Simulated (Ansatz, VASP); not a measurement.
This is a calculation of ScSi2 for VASP 6.6.1.

The input INCAR:

```
PREC = Accurate
ENCUT = 520
EDIFF = 1E-6
ISMEAR = 0
SIGMA = 0.1
LREAL = False
LASPH = True
NELM = 60
ALGO = Fast
ISIF = 2
LWAVE = False
LCHARG = False
GGA = PE
NBANDS = 16
```

KPOINTS

```
Automatic mesh
0
Gamma
  8 8 7
```

POSCAR

```
ScSi2
1.0
    3.6600000000      0.0000000000      0.0000000000
   -1.8300000000      3.1696529779      0.0000000000
    0.0000000000      0.0000000000      3.8700000000
Sc Si
1 2
Cartesian
    0.0000000000      0.0000000000      0.0000000000
    1.8300000002      1.0565509925      1.9350000000
   -0.0000000002      2.1131019854      1.9350000000
```

Potentials or basis: VASP PAW PBE potentials, release 64 (Sc_sv, Si).

Run with:

```console
$ cat potpaw_PBE.64/Sc_sv/POTCAR potpaw_PBE.64/Si/POTCAR > POTCAR
$ mpirun -np 1 vasp_std > vasp.out
```

Task: Translate it to Ansatz 0.2.0. Potentials there: Ansatz PAW.

Result: As run (the cutoff follows the program's own potentials):

The input input.yaml:

```yaml
crystal:
  lattice:
    - [3.66, 0.0, 0.0]
    - [-1.83, 3.1696529779, 0.0]
    - [0.0, 0.0, 3.87]
  atoms:
    - { symbol: Sc, position: [0.0, 0.0, 0.0] }
    - { symbol: Si, position: [0.6666666667, 0.3333333333, 0.5] }
    - { symbol: Si, position: [0.3333333333, 0.6666666667, 0.5] }
hamiltonian:
  xc: pbe
  pseudopotentials: { kind: paw }
kpoints:
  mp_grid: { grid: [8, 8, 7] }
scf:
  occupations: { method: gaussian, width: 0.1 }
output:
  forces: true
  stress: true
  eigenvalues: true
```

Potentials or basis: Ansatz PAW.

The run is started by

```console
$ ansatz run input.yaml --threads 1 --pin off --max-ram 3584MiB --backend cpu --events-out ev --progress --plain --runs-dir out
```

Both were run:

|  | VASP | Ansatz | Ansatz less VASP |
| --- | --- | --- | --- |
| gap on the k mesh at the Fermi level (eV) | none | none | - |
| pressure (GPa) | 25.2 | 25.2 | -0.04 |
| largest component of the traceless stress (GPa) | 24.07 | 24.25 | +0.182 |

A gap of «none» marks a metal or a gap that the smearing closes. The functional is the same, so the differences come from potentials, cutoffs and numerics.

Caveats: so large a pressure means that the cell lies far from this level's equilibrium, or that cutoff or potentials fall short.
